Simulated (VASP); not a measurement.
Given:

```xyz
2
Lattice="0.0000 2.6490 2.6490 2.6490 0.0000 2.6490 2.6490 2.6490 0.0000" Properties=species:S:1:pos:R:3 pbc="T T T"
K      0.0000     0.0000     0.0000
F      2.6490     2.6490     2.6490
```

The numbers are results of HSEsol screened hybrid, VASP's PBE PAW potentials (set 64) (plane waves; VASP 6.6.1), not measurements. Numerical set-up: 520 eV cut-off, 6×6×6 Γ-centred mesh, Gaussian smearing of 0.050 eV, potentials K_sv F.

Problem. Give the energy at these volumes per atom, relative to the lowest: 18.12, 18.71, 19.31, 19.91, 20.51 Å³.

Solution. 1.3, 0.0, 2.7, 8.8, 17.3 meV/atom. A third-order Birch-Murnaghan fit gives B0 = 35.8 GPa and B0′ = 6.3.

The compound is KF in the rock salt structure. It was relaxed first. The cell's shape comes from a PBE relaxation.
